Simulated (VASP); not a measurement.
VASP runs on Ni3Al (space group Pm-3m) share one base input (PBE GGA, plane waves, VASP's PBE PAW potentials (set 64)) and change the settings named in each case.

POSCAR:
```
Ni3Al
1
    3.5193060000     0.0000000000     0.0000000000
    0.0000000000     3.5193060000     0.0000000000
    0.0000000000     0.0000000000     3.5193060000
Al Ni
1 3
Direct
  0.0000000000   0.0000000000   0.0000000000
  0.0000000000   0.5000000000   0.5000000000
  0.5000000000   0.0000000000   0.5000000000
  0.5000000000   0.5000000000   0.0000000000
```

**INCAR**
```
ALGO = Normal
EDIFF = 1E-6
ENCUT = 300
GGA = PE
ISIF = 2
ISMEAR = 1
ISPIN = 2
LASPH = T
LCHARG = F
LMAXMIX = 4
LORBIT = 11
LREAL = F
LWAVE = F
MAGMOM = 0.0 3*0.5
NELM = 100
PREC = Accurate
SIGMA = 0.136
SYSTEM = Ni3Al
```

**KPOINTS**
```
Automatic
0
gamma
12 12 12
0 0 0
```

POTCAR, in this order: Al Ni (PBE.64 set). Program: vasp_std.

| change | E(σ→0) (eV/atom) | pressure (GPa) | −TS (eV) |
|---|---|---|---|
| base run | -5.4696 | 7.81 | 0.0014 |
| EDIFF = 1E-09, ENCUT = 420, KPOINTS 17×17×17 Γ-centred mesh | -5.4638 | (withheld) | (withheld) |
| EDIFF = 1E-03, ENCUT = 240, ISPIN removed, the spin start removed, KPOINTS 6×6×6 Γ-centred mesh | -5.4140 | -13.34 | -0.0124 |
| ENCUT = 150, ISMEAR = -1, KPOINTS 2×2×2 Γ-centred mesh shifted by (0.5, 0.5, 0.5) | -1.2221 | -505.93 | -0.3142 |
| ENCUT = 150, ISPIN removed, the spin start removed, KPOINTS 8×8×8 Γ-centred mesh | -1.1868 | -525.39 | 0.0016 |

Problem. Fill in the missing entries.

Solution. 
- EDIFF = 1E-09, ENCUT = 420, KPOINTS 17×17×17 Γ-centred mesh, pressure (GPa): 7.62
- EDIFF = 1E-09, ENCUT = 420, KPOINTS 17×17×17 Γ-centred mesh, −TS (eV): 0.0009

Energies of different potentials or functionals have different zeros.  At 300 eV the pressure can carry a Pulay error.

Left out are runs that ran out of time, are held back, or changed the cell or the kind of run, fixed moments of cells without a moment, rows past the twelfth, gaps on odd meshes, pressures of charged cells and columns that move by less than the noise.

The structure is a typed Ni3Al crystal. The cell was not relaxed at this level, its lattice was scaled by up to 2.5 %.
